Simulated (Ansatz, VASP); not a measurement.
# Cross-check of ZnW (Zn-W-W-Zn stack, (111) layers) between VASP and Ansatz, part 2 of 2

Wanted: the spread between two codes on one cell, functional and k mesh. The cell is taken from a series of runs on this material, whose earlier steps may have relaxed, scaled, displaced or heated it; both programs get it as it stands.

VASP 6.6.1 and Ansatz 0.2.0.

So far: Set-up; Ansatz: zone-centre phonons, PBEsol.

**3. VASP: zone-centre phonons, PBEsol**

Level of this step: PBEsol; plane waves and PAW (Zn, W) (VASP).

The same cell, functional, mesh and smearing now go to VASP, with its own data sets.

Lines of VASP's logs that name or quote its potential files are left out, and so is its time.

INCAR

```
SYSTEM = ZnW
PREC = Accurate
ENCUT = 600
EDIFF = 1E-08
NELM = 120
ISMEAR = 1
SIGMA = 0.2
LREAL = .FALSE.
ALGO = Normal
GGA = PS
NBANDS = 24
LASPH = .TRUE.
LORBIT = 11
LWAVE = .FALSE.
LCHARG = .FALSE.
ISIF = 2
IBRION = 8
GGA_COMPAT = .FALSE.
NELMDL = -8
KPAR = 2
```

POSCAR

```
ZnW
1.0
    2.7094249252      0.0000000000      0.0000000000
   -1.3547124626      2.3464308149      0.0000000000
    0.0000000000      0.0000000000     37.5918017562
Zn W
2 2
Direct
    0.0000000000      0.0000000000      0.1429227196
    0.0000000000      0.0000000000      0.3331358667
    0.3333333333      0.6666666667      0.2060193493
    0.6666666667      0.3333333333      0.2700392370
```

KPOINTS

```
Automatic mesh
0
Gamma
6 6 1
0 0 0
```

Potentials, in the order of the species: Zn and W (PBE family, release 64).

On the command line:

```bash
mpirun -np 2 vasp_std
```

Numbers of over 12 decimals in the logs are rounded to 6 here.

The program printed:

```text
[banner, memory and clock lines left out]
running    2 mpi-ranks, on    1 nodes
 distrk:  each k-point on    1 cores,    2 groups
 distr:  one band on    1 cores,    1 groups

 POSCAR found type information on POSCAR ZnW
 POSCAR found :  2 types and       4 ions
|                                                                             |
|               ----> ADVICE to this user running VASP <----                  |
|                                                                             |
|     You enforced a specific xc type in the INCAR file but a different       |
|     [... a line on the potential file left out ...]
|     I HOPE YOU KNOW WHAT YOU ARE DOING!                                     |
|                                                                             |

 LDA part: xc-table for (Slater+PW92), standard interpolation
 POSCAR, INCAR and KPOINTS ok, starting setup
 FFT: planning ... GRIDC
 FFT: planning ... GRID_SOFT
 FFT: planning ... GRID
 WAVECAR not read
 entering main loop
       N       E                     dE             d eps       ncg     rms          rms(c)
DAV:   1     0.219767867962E+03    0.21977E+03   -0.16164E+04   344   0.145E+03
DAV:   2    -0.104587305548E+02   -0.23023E+03   -0.22154E+03   440   0.314E+02
DAV:   3    -0.306522073346E+02   -0.20193E+02   -0.19811E+02   424   0.101E+02
DAV:   4    -0.312036942023E+02   -0.55149E+00   -0.54945E+00   432   0.169E+01
DAV:   5    -0.312199325583E+02   -0.16238E-01   -0.16232E-01   456   0.227E+00
DAV:   6    -0.312203425249E+02   -0.40997E-03   -0.40994E-03   432   0.356E-01
DAV:   7    -0.312203634942E+02   -0.20969E-04   -0.20969E-04   512   0.622E-02
DAV:   8    -0.312203643542E+02   -0.85997E-06   -0.85988E-06   456   0.117E-02    0.290E+01
DAV:   9    -0.295397396580E+02    0.16806E+01   -0.14812E+01   472   0.708E+01    0.176E+01
DAV:  10    -0.309909395136E+02   -0.14512E+01   -0.17898E+01   472   0.440E+01    0.602E+00
DAV:  11    -0.288442667254E+02    0.21467E+01   -0.28923E+01   520   0.631E+01    0.145E+00
DAV:  12    -0.288236991854E+02    0.20568E-01   -0.14401E+00   384   0.891E+00    0.116E+00
DAV:  13    -0.288152518495E+02    0.84473E-02   -0.73299E-02   416   0.165E+00    0.616E-01
DAV:  14    -0.288066871808E+02    0.85647E-02   -0.50630E-02   512   0.210E+00    0.142E-01
[...]
DAV:  24    -0.288065646791E+02   -0.14998E-05   -0.15989E-07   360   0.182E-03    0.105E-03
DAV:  25    -0.288065655811E+02   -0.90193E-06   -0.91261E-08   400   0.193E-03    0.181E-04
DAV:  26    -0.288065661746E+02   -0.59357E-06   -0.32885E-08   328   0.101E-03    0.252E-04
DAV:  27    -0.288065665140E+02   -0.33932E-06   -0.26167E-08   320   0.130E-03    0.159E-04
DAV:  28    -0.288065665893E+02   -0.75352E-07   -0.48483E-09   256   0.498E-04    0.360E-05
DAV:  29    -0.288065666408E+02   -0.51446E-07   -0.15435E-09   232   0.191E-04    0.675E-05
DAV:  30    -0.288065666772E+02   -0.36451E-07   -0.10107E-09   240   0.220E-04    0.254E-05
DAV:  31    -0.288065666809E+02   -0.36480E-08    0.54211E-12   216   0.636E-05
   1 F= -.28806567E+02 E0= -.28801938E+02  d E =-.138852E-01
 Linear response reoptimize wavefunctions to high precision
DAV:   1    -0.288065666895E+02   -0.85956E-08    0.22872E-11   240   0.348E-05
DAV:   2    -0.288065666895E+02   -0.36380E-10    0.13308E-10   216   0.172E-05
 Linear response DOF=           4
 Linear response progress:
  Degree of freedom:   1/  4
       N       E                     dE             d eps       ncg     rms          rms(c)
RMM:   1    -0.201078149423E+00   -0.20108E+00   -0.26269E-03  1449   0.166E+00
RMM:   2    -0.201238845933E+00   -0.16070E-03   -0.54062E-04  1487   0.159E-01    0.484E-02
RMM:   3    -0.200826051157E+00    0.41279E-03   -0.44655E-05  1601   0.364E-02    0.278E-02
RMM:   4    -0.200371872882E+00    0.45418E-03   -0.42844E-05  1614   0.386E-02    0.325E-03
RMM:   5    -0.200374379050E+00   -0.25062E-05   -0.20158E-06  1730   0.578E-03    0.190E-03
RMM:   6    -0.200373446587E+00    0.93246E-06   -0.40667E-07  1601   0.248E-03    0.217E-03
RMM:   7    -0.200370607810E+00    0.28388E-05   -0.56988E-08  1638   0.128E-03    0.202E-04
RMM:   8    -0.200369826720E+00    0.78109E-06   -0.10539E-08  1795   0.430E-04    0.696E-05
RMM:   9    -0.200369550667E+00    0.27605E-06    0.50361E-10  1679   0.164E-04    0.336E-05
RMM:  10    -0.200369452014E+00    0.98653E-07    0.92301E-10  1811   0.691E-05    0.205E-05
RMM:  11    -0.200369362801E+00    0.89213E-07    0.13859E-09  1813   0.398E-05    0.441E-06
RMM:  12    -0.200369358659E+00    0.41418E-08   -0.12234E-09  1819   0.184E-05    0.260E-06
 first order change of Fermi-energy  -0.89162E-05
 force on displaced ion       1 direction 1 :  -0.721  -0.000   0.000
 Linear response progress:
  Degree of freedom:   2/  4
       N       E                     dE             d eps       ncg     rms          rms(c)
RMM:   1    -0.236267174386E+00   -0.23627E+00   -0.77406E-03   509   0.184E+00
RMM:   2    -0.235855596348E+00    0.41158E-03   -0.18882E-03   532   0.273E-01    0.115E-01
RMM:   3    -0.236202842935E+00   -0.34725E-03   -0.57367E-04   496   0.146E-01    0.123E-01
RMM:   4    -0.235960712579E+00    0.24213E-03   -0.48886E-04   562   0.741E-02    0.997E-02
RMM:   5    -0.235693213897E+00    0.26750E-03   -0.23831E-04   521   0.948E-02    0.307E-02
RMM:   6    -0.235616701406E+00    0.76512E-04   -0.88449E-05   467   0.493E-02    0.574E-03
RMM:   7    -0.235608494347E+00    0.82071E-05   -0.69066E-06   579   0.135E-02    0.222E-03
RMM:   8    -0.235610459912E+00   -0.19656E-05   -0.13626E-06   528   0.414E-03    0.113E-03
RMM:   9    -0.235610844159E+00   -0.38425E-06   -0.50579E-07   572   0.214E-03    0.385E-04
RMM:  10    -0.235610279064E+00    0.56509E-06   -0.39873E-07   596   0.836E-04    0.167E-04
RMM:  11    -0.235609239873E+00    0.10392E-05   -0.93165E-08   578   0.376E-04    0.992E-05
RMM:  12    -0.235609183440E+00    0.56433E-07   -0.25118E-07   592   0.182E-04    0.453E-05
RMM:  13    -0.235609160912E+00    0.22528E-07   -0.90079E-08   581   0.113E-04    0.254E-05
RMM:  14    -0.235609393878E+00   -0.23297E-06   -0.74956E-08   600   0.898E-05    0.185E-05
RMM:  15    -0.235609619994E+00   -0.22612E-06   -0.87683E-08   595   0.686E-05    0.100E-05
RMM:  16    -0.235609696666E+00   -0.76672E-07   -0.32703E-08   605   0.465E-05    0.415E-06
RMM:  17    -0.235609697675E+00   -0.10090E-08   -0.44431E-08   647   0.226E-05    0.265E-06
 first order change of Fermi-energy  -0.22021E+00
 force on displaced ion       1 direction 3 :  -0.000   0.000  -3.357
 Linear response progress:
  Degree of freedom:   3/  4
       N       E                     dE             d eps       ncg     rms          rms(c)
RMM:   1    -0.107322948638E+00   -0.10732E+00   -0.83842E-02  1597   0.131E+00
RMM:   2    -0.106762599707E+00    0.56035E-03   -0.33980E-03  1533   0.279E-01    0.141E-01
RMM:   3    -0.105727357076E+00    0.10352E-02   -0.40519E-04  1586   0.947E-02    0.810E-02
RMM:   4    -0.105116648340E+00    0.61071E-03   -0.69479E-04  1592   0.106E-01    0.171E-02
RMM:   5    -0.105123807233E+00   -0.71589E-05   -0.14713E-05  1672   0.163E-02    0.142E-02
RMM:   6    -0.105131930572E+00   -0.81233E-05   -0.75811E-06  1553   0.976E-03    0.154E-02
RMM:   7    -0.105110479497E+00    0.21451E-04   -0.28272E-06  1498   0.687E-03    0.116E-03
RMM:   8    -0.105111768533E+00   -0.12890E-05   -0.30463E-07  1755   0.188E-03    0.335E-04
RMM:   9    -0.105111979221E+00   -0.21069E-06    0.78817E-08  1604   0.540E-04    0.219E-04
RMM:  10    -0.105112253888E+00   -0.27467E-06   -0.53156E-09  1604   0.281E-04    0.948E-05
RMM:  11    -0.105112403117E+00   -0.14923E-06    0.25539E-10  1709   0.136E-04    0.216E-05
RMM:  12    -0.105112407850E+00   -0.47334E-08   -0.33273E-09  1754   0.492E-05    0.969E-06
 first order change of Fermi-energy   0.17779E-03
 force on displaced ion       3 direction 1 :  -0.159   0.000   0.000
 Linear response progress:
  Degree of freedom:   4/  4
       N       E                     dE             d eps       ncg     rms          rms(c)
RMM:   1    -0.176812462409E+00   -0.17681E+00   -0.11282E-01   779   0.149E+00
RMM:   2    -0.169486850848E+00    0.73256E-02   -0.87134E-03   446   0.641E-01    0.229E-01
RMM:   3    -0.174221116894E+00   -0.47343E-02   -0.10388E-02   557   0.282E-01    0.314E-01
RMM:   4    -0.169372685951E+00    0.48484E-02   -0.17883E-03   547   0.177E-01    0.166E-01
RMM:   5    -0.168952032070E+00    0.42065E-03   -0.46595E-04   497   0.128E-01    0.654E-02
RMM:   6    -0.168853807202E+00    0.98225E-04   -0.15182E-04   488   0.941E-02    0.203E-02
RMM:   7    -0.168876317844E+00   -0.22511E-04    0.13948E-05   573   0.256E-02    0.947E-03
RMM:   8    -0.168847440943E+00    0.28877E-04    0.90389E-06   502   0.152E-02    0.326E-03
RMM:   9    -0.168846169355E+00    0.12716E-05    0.10781E-05   500   0.703E-03    0.167E-03
RMM:  10    -0.168846115230E+00    0.54125E-07    0.43658E-06   573   0.233E-03    0.559E-04
RMM:  11    -0.168846170128E+00   -0.54898E-07    0.23460E-06   527   0.878E-04    0.203E-04
RMM:  12    -0.168846141024E+00    0.29104E-07    0.12036E-06   596   0.327E-04    0.107E-04
RMM:  13    -0.168846049131E+00    0.91893E-07    0.43957E-07   549   0.160E-04    0.426E-05
RMM:  14    -0.168846103038E+00   -0.53907E-07    0.27128E-07   599   0.859E-05    0.265E-05
RMM:  15    -0.168846156804E+00   -0.53766E-07    0.13565E-07   558   0.704E-05    0.144E-05
RMM:  16    -0.168846198680E+00   -0.41876E-07    0.65182E-08   584   0.501E-05    0.833E-06
RMM:  17    -0.168846197494E+00    0.11857E-08   -0.59106E-09   606   0.258E-05    0.478E-06
 first order change of Fermi-energy  -0.17395E+00
 force on displaced ion       3 direction 3 :   0.000   0.000 -11.310
 Linear response finished
```

OUTCAR, selected parts (step 3):

```text
ion  position               nearest neighbor table
   1  0.000  0.000  0.143-   3 2.84   3 2.84   3 2.84
   2  0.000  0.000  0.333-   4 2.84   4 2.84   4 2.84
   3  0.333  0.667  0.206-   1 2.84   1 2.84   1 2.84   4 2.87   4 2.87   4 2.87
   4  0.667  0.333  0.270-   2 2.84   2 2.84   2 2.84   3 2.87   3 2.87   3 2.87

  LATTYP: Found a hexagonal cell.
 ALAT       =     2.7094249252
 C/A-ratio  =    13.8744577886

 Subroutine GETGRP returns: Found 12 space group operations
 (whereof  6 operations were pure point group operations)

The static configuration has the point symmetry C_3v.
 The point group associated with its full space group is D_3d.

 Found      7 irreducible k-points:

   k-points           NKPTS =      7   k-points in BZ     NKDIM =      7   number of bands    NBANDS=     24

   dimension x,y,z NGX =    24 NGY =   24 NGZ =  300
   dimension x,y,z NGXF=    48 NGYF=   48 NGZF=  600

   ENCUT  =  600.0 eV  44.10 Ry    6.64 a.u.   5.41  5.41 75.08*2*pi/ulx,y,z

   NELECT =      36.0000    total number of electrons

 k-points in reciprocal lattice and weights: Automatic mesh
   0.00000000  0.00000000  0.00000000       0.028
   0.16666667 -0.00000000  0.00000000       0.167
   0.33333333 -0.00000000  0.00000000       0.167
   0.50000000 -0.00000000  0.00000000       0.083
   0.16666667  0.16666667  0.00000000       0.167
   0.33333333  0.16666667  0.00000000       0.333
   0.33333333  0.33333333  0.00000000       0.056

 average (electrostatic) potential at core
       1 -41.5365       2 -41.5364       3 -47.2589       4 -47.2589

  Total       -0.1935619     -0.1935619     -0.7574783     -0.0000000      0.0000000     -0.0000000
  in kB       -1.2976347     -1.2976347     -5.0781177     -0.0000000      0.0000000     -0.0000000
  external PRESSURE =      -2.5577957 kB  Pullay stress =       0.0000000 kB

  energy-cutoff  :      600.00
  volume of cell :      238.99
      direct lattice vectors                 reciprocal lattice vectors
     2.709424925  0.000000000  0.000000000     0.369082011  0.213089598  0.000000000
    -1.354712463  2.346430815  0.000000000     0.000000000  0.426179197  0.000000000
     0.000000000  0.000000000 37.591801756     0.000000000  0.000000000  0.026601545

 POSITION                                       TOTAL-FORCE (eV/Angst)
 -----------------------------------------------------------------------------------
      0.00000      0.00000      5.37272         0.000000      0.000000      0.012461
      0.00000      0.00000     12.52318        -0.000000      0.000000     -0.012461
     -0.00000      1.56429      7.74464         0.000000      0.000000      0.270596
      1.35471      0.78214     10.15126        -0.000000      0.000000     -0.270596
 -----------------------------------------------------------------------------------
    total drift:                               -0.000000     -0.000001     -0.000122

 Eigenvectors and eigenvalues of the dynamical matrix
 ----------------------------------------------------

   1 f  =    5.262584 THz    33.065792 2PiTHz  175.540913 cm-1    21.764290 meV
             X         Y         Z           dx          dy          dz
      0.000000  0.000000  5.372723    -0.000000    0.000000    0.239377
      0.000000  0.000000 12.523177    -0.000000   -0.000000   -0.239377
     -0.000000  1.564287  7.744639    -0.000000    0.000000   -0.665356
      1.354712  0.782144 10.151261    -0.000000    0.000000    0.665356

   2 f  =    3.951259 THz    24.826490 2PiTHz  131.799802 cm-1    16.341085 meV
             X         Y         Z           dx          dy          dz
      0.000000  0.000000  5.372723     0.000000   -0.000000    0.604844
      0.000000  0.000000 12.523177    -0.000000    0.000000    0.604844
     -0.000000  1.564287  7.744639     0.000000   -0.000000   -0.366284
      1.354712  0.782144 10.151261     0.000000   -0.000000   -0.366284

   3 f  =    3.443715 THz    21.637497 2PiTHz  114.869954 cm-1    14.242053 meV
             X         Y         Z           dx          dy          dz
      0.000000  0.000000  5.372723     0.000000   -0.000000   -0.665356
      0.000000  0.000000 12.523177    -0.000000    0.000000    0.665356
     -0.000000  1.564287  7.744639     0.000000   -0.000000   -0.239377
      1.354712  0.782144 10.151261     0.000000   -0.000000    0.239377

   4 f  =    1.965218 THz    12.347831 2PiTHz   65.552628 cm-1     8.127486 meV
             X         Y         Z           dx          dy          dz
      0.000000  0.000000  5.372723     0.000002   -0.638630    0.000000
      0.000000  0.000000 12.523177    -0.000002    0.638630   -0.000000
     -0.000000  1.564287  7.744639    -0.000001    0.303564    0.000000
      1.354712  0.782144 10.151261     0.000001   -0.303564    0.000000

   5 f  =    1.965218 THz    12.347831 2PiTHz   65.552628 cm-1     8.127486 meV
             X         Y         Z           dx          dy          dz
      0.000000  0.000000  5.372723    -0.638630   -0.000002    0.000000
      0.000000  0.000000 12.523177     0.638630    0.000002    0.000000
     -0.000000  1.564287  7.744639     0.303564    0.000001   -0.000000
      1.354712  0.782144 10.151261    -0.303564   -0.000001    0.000000

   6 f  =    1.865360 THz    11.720403 2PiTHz   62.221716 cm-1     7.714506 meV
             X         Y         Z           dx          dy          dz
      0.000000  0.000000  5.372723     0.000003    0.601629    0.000000
      0.000000  0.000000 12.523177     0.000003    0.601629   -0.000000
     -0.000000  1.564287  7.744639    -0.000002   -0.371541    0.000000
      1.354712  0.782144 10.151261    -0.000002   -0.371541    0.000000

   7 f  =    1.865360 THz    11.720403 2PiTHz   62.221716 cm-1     7.714506 meV
             X         Y         Z           dx          dy          dz
      0.000000  0.000000  5.372723     0.601629   -0.000003   -0.000000
      0.000000  0.000000 12.523177     0.601629   -0.000003    0.000000
     -0.000000  1.564287  7.744639    -0.371541    0.000002   -0.000000
      1.354712  0.782144 10.151261    -0.371541    0.000002    0.000000

   8 f/i=    0.026713 THz     0.167842 2PiTHz    0.891047 cm-1     0.110476 meV
             X         Y         Z           dx          dy          dz
      0.000000  0.000000  5.372723    -0.000000   -0.000000    0.366284
      0.000000  0.000000 12.523177    -0.000000   -0.000000    0.366284
     -0.000000  1.564287  7.744639    -0.000000   -0.000000    0.604844
      1.354712  0.782144 10.151261    -0.000000   -0.000000    0.604844

   9 f/i=    0.028872 THz     0.181406 2PiTHz    0.963055 cm-1     0.119404 meV
             X         Y         Z           dx          dy          dz
      0.000000  0.000000  5.372723    -0.371538    0.001694   -0.000000
      0.000000  0.000000 12.523177    -0.371538    0.001694   -0.000000
     -0.000000  1.564287  7.744639    -0.601622    0.002743   -0.000000
      1.354712  0.782144 10.151261    -0.601622    0.002743   -0.000000

  10 f/i=    0.028872 THz     0.181406 2PiTHz    0.963055 cm-1     0.119404 meV
             X         Y         Z           dx          dy          dz
      0.000000  0.000000  5.372723    -0.001694   -0.371538   -0.000000
      0.000000  0.000000 12.523177    -0.001694   -0.371538   -0.000000
     -0.000000  1.564287  7.744639    -0.002743   -0.601622   -0.000000
      1.354712  0.782144 10.151261    -0.002743   -0.601622   -0.000000

  11 f/i=    1.237623 THz     7.776214 2PiTHz   41.282657 cm-1     5.118395 meV
             X         Y         Z           dx          dy          dz
      0.000000  0.000000  5.372723    -0.303564   -0.000004    0.000000
      0.000000  0.000000 12.523177     0.303564    0.000004    0.000000
     -0.000000  1.564287  7.744639    -0.638630   -0.000009    0.000000
      1.354712  0.782144 10.151261     0.638630    0.000009    0.000000

  12 f/i=    1.237623 THz     7.776214 2PiTHz   41.282657 cm-1     5.118395 meV
             X         Y         Z           dx          dy          dz
      0.000000  0.000000  5.372723    -0.000004    0.303564   -0.000000
      0.000000  0.000000 12.523177     0.000004   -0.303564   -0.000000
     -0.000000  1.564287  7.744639    -0.000009    0.638630   -0.000000
      1.354712  0.782144 10.151261     0.000009   -0.638630   -0.000000

 ELASTIC MODULI CONTR FROM IONIC RELAXATION (kBar)
 Direction    XX          YY          ZZ          XY          YZ          ZX
 --------------------------------------------------------------------------------
 XX        -129.9659    -23.4246   -211.2313      0.0000     87.8946      0.0000
 YY         -23.4246   -129.9659   -211.2313     -0.0000    -87.8946      0.0000
 ZZ        -211.2313   -211.2313   -767.3605     -0.0000     -0.0000      0.0000
 XY           0.0000     -0.0000     -0.0000    -53.2707     -0.0000     75.7053
 YZ          87.8946    -87.8946     -0.0000     -0.0000   -145.0227      0.0000
 ZX           0.0000      0.0000      0.0000     75.7053      0.0000   -107.5882
 --------------------------------------------------------------------------------
```

Energies printed during the response cycles are not total energies of the cell.

**4. Side by side**

Known differences besides the potentials themselves: Ansatz cuts the interaction across the vacuum, VASP repeats the sheet without a dipole correction; VASP's run holds the zone centre alone; the data sets hold 52 valence electrons in Ansatz (on its PAW soft_1 files) and 36 in VASP; the cutoff is 420 eV in Ansatz and 600 eV in VASP; Ansatz makes its cores anew for this functional, VASP keeps those of its PBE data sets. Total energies have different zeros and are not compared.

Both answers:

| quantity | Ansatz | VASP | difference |
| --- | --- | --- | --- |
| optical mode 1 to 2 (imaginary, printed as negative) (cm⁻¹) | -39.4 | -41.3 | +1.9 |
| optical mode 3 to 4 (cm⁻¹) | 61.6 | 62.2 | -1.03 % |
| optical mode 5 to 6 (cm⁻¹) | 66.0 | 65.6 | +0.62 % |
| optical mode 7 (cm⁻¹) | 115.8 | 114.9 | +0.81 % |
| optical mode 8 (cm⁻¹) | 130.7 | 131.8 | -0.81 % |
| optical mode 9 (cm⁻¹) | 178.2 | 175.5 | +1.49 % |

Modes are paired by rising frequency, not by their patterns, so a pair may set unlike modes beside each other; they are those without the splitting of longitudinal modes. Where the cell holds vacuum, a pressure given here is an average over it and none of the material.

**5. Outcome**

```
r.m.s. difference of the optical zone-centre modes, each program's sorted by frequency (zone-centre phonons, PBEsol) : 1.4 cm⁻¹
difference in optical mode 9 (zone-centre phonons, PBEsol)                                                           : +1.5 %
```

In words: The r.m.s. difference of the optical zone-centre modes, each program's sorted by frequency is 1.4 cm⁻¹ (zone-centre phonons, PBEsol). The data sets hold unlike numbers of valence electrons (52 in Ansatz and 36 in VASP), so part of the differences may come from the potentials. Among the rows given in per cent, the largest difference of the zone-centre phonons, PBEsol pair is in optical mode 9, +1.5 %. Such differences can come from data sets, numerical settings and the points named under the comparisons, not from the functional's error against experiment.

[Lines on the potential files, build, host, timing and source positions are cut from VASP's logs without a mark.]

[Logs are printed without paths, hosts, clocks, repeated set-up lines and the standing remarks that a program may print on its own settings, such as how far it seeks lower states.]

[Hosts, paths, dates, database ids (printed as entryN), source tags and the programs' standing remarks are cut or masked in the printed files.]
